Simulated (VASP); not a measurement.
Runs of VASP 6.6.1 on InSb. The structure is cubic, space group F-43m (No. 216). Conventional cell: a = 6.478 Å, b = 6.478 Å, c = 6.478 Å, α = 90.00°, β = 90.00°, γ = 90.00°. Around In (site symmetry -43m) lie 4 Sb at 2.81 Å. Sb (site symmetry -43m) has 4 In at 2.81 Å as nearest neighbours. 

```tsv
k mesh	cutoff (eV)	mesh quality	gap on the mesh (eV)	pressure (GPa)
6 × 6 × 6	250	not flagged	none	-
6 × 6 × 6	350	not flagged	none	3.0
6 × 6 × 6	700	not flagged	none	3.2
6 × 6 × 6	600	not flagged	none	3.2
4 × 4 × 4	520	coarse	none	(a)
```

Alike in all rows: task single point; level PBE; potentials or basis VASP PAW PBE potentials, release 64 (In_d, Sb); no spin polarisation; cell as given; smearing gaussian 0.02 eV.

Estimate the missing entries.

(a) 3.7.

Caveats: some runs use coarse meshes; this crystal is a semiconductor, whose small gap the functional closes, so the metal is an error of the method; the cutoff is under 1.25 times the usual one of these potentials, so pressure, stress and relaxed cells hold a basis-set (Pulay) error (some runs).

A k mesh can miss the band edges, and the runs leave out spin-orbit coupling on In, Sb.

A gap of «none» marks a metal or a gap under the smearing width.

Not every run made on this cell is shown here.
